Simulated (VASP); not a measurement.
The system is Li2Si4P.

```
Li Si P
1.0
     5.52637    0.00000    0.00000
    -2.76318    4.78597    0.00000
     0.00000    0.00000    4.40575
Li Si P
2 4 1
Cartesian
  0.0000 3.1906 2.2029
  2.7632 1.5953 2.2029
  2.7632 0.0000 2.2029
  -1.3816 2.3930 2.2029
  1.3816 2.3930 2.2029
  0.0000 0.0000 2.2029
  0.0000 0.0000 0.0000
```

The cell was built by a generator and needn't be a form met in nature.

The cell isn't the ideal one: random cell by space group and Wyckoff sites (P6/mmm, No. 191).

| Property | Result |
| --- | --- |
| Program | VASP 6.6.1 |
| Task | relaxation of cell and atoms |
| Functional | PBE |
| Potentials or basis | VASP PAW PBE potentials, release 64 (Li_sv, Si, P) |
| Cutoff | 600 eV |
| k mesh | 6 × 6 × 4 |
| Occupations | gaussian, width 0.1 eV |
| Spin | no spin polarisation |

At the start: pressure 42.0 GPa; volume 16.65 Å³/atom.

**Question.** How do energy, volume and symmetry change on relaxing?

**Answer.** Over 15 steps the energy falls by 1752.4 meV/atom and the volume is 30.10 Å³/atom (+80.8 %); space group P6/mmm (No. 191, to 0.05 Å).

Step by step:
| step | energy change (eV) | largest force (eV/Å) | pressure (GPa) | volume (Å³) |
| --- | --- | --- | --- | --- |
| 1 | 0.0000 | 0.0000 | 42.01 | 116.53 |
| 2 | -10.9626 | 0.0000 | 2.67 | 203.17 |
| 3 | -11.4372 | 0.0000 | 0.39 | 219.36 |
| 4 | -11.6052 | 0.0000 | -2.19 | 253.85 |
| 5 | -11.6584 | 0.0000 | -1.09 | 233.29 |
| 6 | -11.6590 | 0.0000 | -0.93 | 230.10 |
| 7 | -11.8081 | 0.0000 | -0.90 | 227.41 |
| 8 | -11.6971 | 0.0000 | -0.52 | 223.37 |
| 9 | -11.8595 | 0.0000 | -0.70 | 218.62 |
| 10 | -12.0908 | 0.0000 | 0.83 | 204.04 |
| 11 | -12.2599 | 0.0000 | 0.17 | 210.04 |
| 12 | -12.2662 | 0.0000 | 0.15 | 210.04 |
| 13 | -12.2662 | 0.0000 | 0.16 | 209.88 |
| 14 | -12.2665 | 0.0000 | -0.10 | 211.31 |
| 15 | -12.2670 | 0.0000 | 0.01 | 210.68 |

Final structure:
```yaml
crystal:
  lattice:
    - [7.72501, 0.00000, 0.00000]
    - [-3.86250, 6.69005, 0.00000]
    - [0.00000, 0.00000, 4.07654]
  atoms:
    - { symbol: Li, position: [0.33333, 0.66667, 0.50000] }
    - { symbol: Li, position: [0.66667, 0.33333, 0.50000] }
    - { symbol: Si, position: [0.50000, 0.00000, 0.50000] }
    - { symbol: Si, position: [0.00000, 0.50000, 0.50000] }
    - { symbol: Si, position: [0.50000, 0.50000, 0.50000] }
    - { symbol: Si, position: [0.00000, 0.00000, 0.50000] }
    - { symbol: P, position: [0.00000, 0.00000, 0.00000] }
```

Caveat: the cutoff is under 1.25 times the usual one of these potentials, so pressure, stress and relaxed cells hold a basis-set (Pulay) error; the volume moved by over 15 % at a fixed basis, so the end points are rough.
